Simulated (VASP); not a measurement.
Calculation: PBE GGA, VASP's PBE PAW potentials (set 64) (plane waves; VASP 6.6.1).

VASP ran on this input.

**POSCAR**
```
Si
3.8667530
  0.0000000000   0.7071067402   0.7071067402
  0.7071067402   0.0000000000   0.7071067402
  0.7071067402   0.7071067402   0.0000000000
Si
2
Cart
  0.0000000000   0.0000000000   0.0000000000
  0.3535533701   0.3535533701   0.3535533701
```

### INCAR
```
# general
SYSTEM = Si
PREC   = Accurate
ENCUT  = 400
LREAL  = F   # projection in real space or not
LASPH  = T

# electronic loop
EDIFF  = 1E-7   # SCF stop (eV)
NELM   = 100   # most electronic steps
ALGO   = Normal   # blocked Davidson

# smearing
ISMEAR = -5

# functional
GGA    = PE   # PBE

# ions
ISIF   = 2

# output
LWAVE  = F
LCHARG = T
LORBIT = 11   # lm-projected
NEDOS  = 601   # DOS grid
```

File KPOINTS:
```
Automatic mesh
0
Gamma
9 9 9
0 0 0
```

POTCAR, in this order: Si (PBE.64 set). Program: vasp_std.

What VASP printed:

File OSZICAR:
```
       N       E                     dE             d eps       ncg     rms          rms(c)
DAV:   1     0.560073712307E+01    0.56007E+01   -0.28292E+03   560   0.622E+02
DAV:   2    -0.108053573660E+02   -0.16406E+02   -0.16186E+02   880   0.746E+01
DAV:   3    -0.110156139273E+02   -0.21026E+00   -0.21026E+00   696   0.111E+01
DAV:   4    -0.110165383778E+02   -0.92445E-03   -0.92445E-03   888   0.765E-01
DAV:   5    -0.110165389680E+02   -0.59026E-06   -0.59026E-06   712   0.194E-02    0.474E+00
DAV:   6    -0.109004495693E+02    0.11609E+00   -0.75721E-02   704   0.143E+00    0.290E+00
DAV:   7    -0.108467456542E+02    0.53704E-01   -0.14546E-01   712   0.212E+00    0.174E-01
DAV:   8    -0.108478429135E+02   -0.10973E-02   -0.37711E-03   640   0.460E-01    0.744E-02
DAV:   9    -0.108480415754E+02   -0.19866E-03   -0.19635E-04   792   0.108E-01    0.554E-02
DAV:  10    -0.108480673657E+02   -0.25790E-04   -0.30441E-05   664   0.411E-02    0.847E-03
DAV:  11    -0.108480671754E+02    0.19024E-06   -0.56204E-07   904   0.524E-03    0.225E-03
DAV:  12    -0.108480675363E+02   -0.36089E-06   -0.58065E-07   616   0.604E-03    0.908E-04
DAV:  13    -0.108480675490E+02   -0.12730E-07   -0.18677E-09   448   0.395E-04
   1 F= -.10848068E+02 E0= -.10848068E+02  d E =0.000000E+00
```

File OUTCAR:
```
------------------------ aborting loop because EDIFF is reached ----------------------------------------
  FORCE on cell =-STRESS in cart. coord.  units (eV):
  Direction    XX          YY          ZZ          XY          YZ          ZX
  --------------------------------------------------------------------------------------
  Total        0.0011623      0.0011623      0.0011623      0.0000000      0.0000000     -0.0000000
  in kB        0.0455519      0.0455519      0.0455519      0.0000000      0.0000000     -0.0000000
  external PRESSURE =       0.0455519 kB  Pullay stress =       0.0000000 kB
  volume of cell :       40.88
      direct lattice vectors                 reciprocal lattice vectors
     0.000000000  2.734207109  2.734207109    -0.182868371  0.182868371  0.182868371
     2.734207109  0.000000000  2.734207109     0.182868371 -0.182868371  0.182868371
     2.734207109  2.734207109  0.000000000     0.182868371  0.182868371 -0.182868371
 POSITION                                       TOTAL-FORCE (eV/Angst)
 -----------------------------------------------------------------------------------
      0.00000      0.00000      0.00000        -0.000000     -0.000000      0.000000
      1.36710      1.36710      1.36710         0.000000      0.000000     -0.000000
 -----------------------------------------------------------------------------------
    total drift:                                0.000000      0.000000     -0.000000
  FREE ENERGIE OF THE ION-ELECTRON SYSTEM (eV)
  ---------------------------------------------------
  free  energy   TOTEN  =       -10.8480675490 eV

  energy  without entropy=      -10.8480675490  energy(sigma->0) =      -10.84806755

 total charge

# of ion       s       p       d       tot
------------------------------------------
    1        0.751   0.928   0.000   1.679
    2        0.751   0.928   0.000   1.679
--------------------------------------------------
tot          1.502   1.856   0.000   3.358
```
(Selected blocks of OUTCAR.)

The compound is Si in the diamond structure. It was relaxed first.
